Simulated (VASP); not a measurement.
VASP ran on this input.

KPOINTS:
```
K-points
0
gamma
 13 13 13
0 0 0
```

### INCAR
```
LMIXTAU  =  T
METAGGA  =  R2SCAN
ALGO  =  Normal   ! blocked Davidson
SYSTEM  =  C
ISIF  =  3   ! ions, shape and volume
EDIFFG  =  -0.02   ! ionic stop
LREAL  =  F   ! projection in real space or not
NSW  =  40   ! most ionic steps
LCHARG  =  F
NELM  =  100   ! most electronic steps
LWAVE  =  F
ENCUT  =  620   ! plane-wave cut-off (eV)
PREC  =  Accurate
EDIFF  =  1E-6   ! SCF stop (eV)
SIGMA  =  0.05
PSTRESS  =  50   ! kbar
ISMEAR  =  0   ! Gaussian
IBRION  =  2
LASPH  =  T
```

### POSCAR
```
C
1
    0.0000000000     1.7739662835     1.7739662835
    1.7739662835     0.0000000000     1.7739662835
    1.7739662835     1.7739662835     0.0000000000
C
2
Direct
  0.0000000000   0.0000000000   0.0000000000
  0.2500000000   0.2500000000   0.2500000000
```

POTCAR, in this order: C (PBE.64 set). Program: vasp_std.

Question: Write an equivalent input for Ansatz.

Answer: One equivalent input (not run):
Ansatz 0.2 input:
```yaml
crystal:
  lattice:
    - [0.0000000, 1.7739663, 1.7739663]
    - [1.7739663, 0.0000000, 1.7739663]
    - [1.7739663, 1.7739663, 0.0000000]
  atoms:
    - { symbol: C, position: [0.0000000, 0.0000000, 0.0000000] }
    - { symbol: C, position: [0.2500000, 0.2500000, 0.2500000] }
kpoints:
  mp_grid: { grid: [13, 13, 13] }
hamiltonian:
  xc: r2scan
  pseudopotentials: { kind: paw }
scf:
  occupations: { method: gaussian, width: 0.05 }
  max_iter: 100
relax:
  max_steps: 40
  f_tol: 0.02
  cell: { p_target: 5 }
output: { forces: true, stress: true, eigenvalues: true }
```
What does not carry over: each code has its own PAW files, so the cut-off isn't converted (ENCUT is set for VASP's; basis.ecutwfc is left out, and Ansatz then takes the one that its files recommend); Ansatz stops its SCF on the density residual and VASP on the energy change (EDIFF).

The compound is C in the diamond structure. It was relaxed first under an external pressure of 5 GPa.
